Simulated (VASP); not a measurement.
Computed with LDA (Ceperley-Alder, Perdew-Zunger), VASP's LDA PAW potentials (set 64) (plane waves; VASP 6.6.1).

A VASP calculation is set up with these files.

### INCAR
```
SYSTEM = TiAl
PREC = Accurate
ENCUT = 400
EDIFF = 1E-6
NELM = 100
ALGO = Normal
LREAL = .FALSE.
LASPH = .TRUE.
ISMEAR = 1
SIGMA = 0.1
LMAXMIX = 4
LWAVE = .FALSE.
LCHARG = .FALSE.
IBRION = 2
ISIF = 3
NSW = 60
EDIFFG = -0.01
```

### POSCAR
```
TiAl
1
    2.7684675102     0.0000000000     0.0000000000
    0.0000000000     2.7684675102     0.0000000000
    0.0000000000     0.0000000000     3.9905586327
Ti Al
1 1
Direct
  0.5000000000   0.5000000000   0.5000000000
  0.0000000000   0.0000000000   1.0000000000
```

File KPOINTS:
```
Automatic
0
Gamma
  12 12 8
```

POTCAR, in this order: Ti_sv Al (LDA.64 set). Program: vasp_std.

**Question.** What will the output report for the number of irreducible k-points (NKPTS), number of bands (NBANDS), largest plane-wave count, number of space-group operations, FFT grid (NGX, NGY, NGZ)?

**Answer.** 
| Property | Value |
|---|---|
| number of irreducible k-points (NKPTS) | 140 |
| number of bands (NBANDS) | 11 |
| largest plane-wave count | 582 |
| number of space-group operations | 16 |
| FFT grid (NGX, NGY, NGZ) | 18 × 18 × 28 |

The structure comes from a computed database's TiAl entry (P4/mmm); how it stands against other phases isn't given here. This run relaxes it. Symmetry was kept, so distortions that lower it aren't found. The start is the result of an earlier pass. The electron count is odd and the run is not spin-polarised, which forces a metal.
